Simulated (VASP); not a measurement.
The system is TiMoSe4.

```
CELL_PARAMETERS angstrom
3.38834 0.00000 0.00000
-1.69417 2.93439 0.00000
0.00000 0.00000 13.51893
ATOMIC_POSITIONS crystal
Ti 0.66667 0.33333 0.50000
Mo 0.66667 0.33333 0.00000
Se 0.33333 0.66667 0.62596
Se 0.00000 0.00000 0.87812
Se 0.00000 0.00000 0.12188
Se 0.33333 0.66667 0.37404
```

The cell was built by a generator and needn't be a form met in nature.

```yaml
Program: VASP 6.6.1
Task: relaxation of cell and atoms
Functional: PBE
Potentials_or_basis: VASP PAW PBE potentials, release 64 (Ti_sv, Mo_sv, Se)
Cutoff: 520 eV
k_mesh: 5 × 5 × 1
Occupations: gaussian, width 0.15 eV
Spin: no spin polarisation
```

At the start: pressure -0.5 GPa; volume 22.40 Å³/atom.

**Question.** How do energy, volume and symmetry change on relaxing?

**Answer.** Over 17 steps the energy falls by 13.3 meV/atom and the volume is 23.97 Å³/atom (+7.0 %); space group P-6m2 (No. 187, to 0.05 Å).

The path:
```
step  energy change (eV)  largest force (eV/Å)  pressure (GPa)  volume (Å³)
   1              0.0000                0.7294           -0.48       134.41
   2             -0.0328                0.3084            1.58       133.10
   3             -0.0339                0.2547            1.33       133.28
   4             -0.0462                0.1394           -0.28       136.11
   5             -0.0480                0.0429            0.09       135.37
   6             -0.0506                0.1110           -0.17       135.69
   7             -0.0516                0.1664           -0.23       135.95
   8             -0.0533                0.1317            0.04       135.87
   9             -0.0549                0.0217            0.74       135.63
  10             -0.0558                0.0147            0.83       135.77
  11             -0.0578                0.0056            0.73       136.18
  12             -0.0611                0.0333            1.00       137.01
  13             -0.0647                0.1011            1.30       138.65
  14             -0.0694                0.0470            1.01       139.60
  15             -0.0761                0.1129           -0.13       142.46
  16             -0.0774                0.0967           -0.08       142.80
  17             -0.0796                0.0354            0.00       143.84
```

Final structure:
```
CELL_PARAMETERS angstrom
3.41242 0.00000 0.00000
-1.70621 2.95524 0.00000
0.00000 0.00000 14.26313
ATOMIC_POSITIONS crystal
Ti 0.66667 0.33333 0.50000
Mo 0.66667 0.33333 0.00000
Se 0.33333 0.66667 0.61498
Se 0.00000 0.00000 0.88496
Se 0.00000 0.00000 0.11504
Se 0.33333 0.66667 0.38502
```

Caveat: the k mesh is coarse (spacing up to 0.46 Å⁻¹), so the values aren't converged; this functional lacks dispersion, which binds the layers, so the pressure and a relaxed spacing across them are unreliable.
